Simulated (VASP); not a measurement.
Consider the following.

```
Rb
1.0
    4.53814     0.00000     0.00000
    0.00000     4.53814     0.00000
    0.00000     0.00000     4.53814
Rb
1
Direct
  0.00000   0.00000   0.00000
```

All values below come from PBEsol GGA, VASP's PBE PAW potentials (set 64) (plane waves; VASP). Settings: 400 eV cut-off, 9×9×9 Γ-centred mesh, tetrahedra with Blöchl corrections, potentials Rb_sv.

**Question.** The job: Rb (relaxed from the simple-cubic structure, space group Pm-3m), 1 atom, PBEsol, static run, 400 eV, 9×9×9 Γ-centred mesh. Roughly how much core time does it take on a busy server core?

**Answer.** About 20 core-seconds (one run on a shared machine, a rough figure). It had 35 irreducible k-points, 8 bands, up to 1743 plane waves and 13 electronic steps.

The structure was generated: Rb was put into the simple-cubic type (Pm-3m), which need not be its known phase. It was relaxed first.
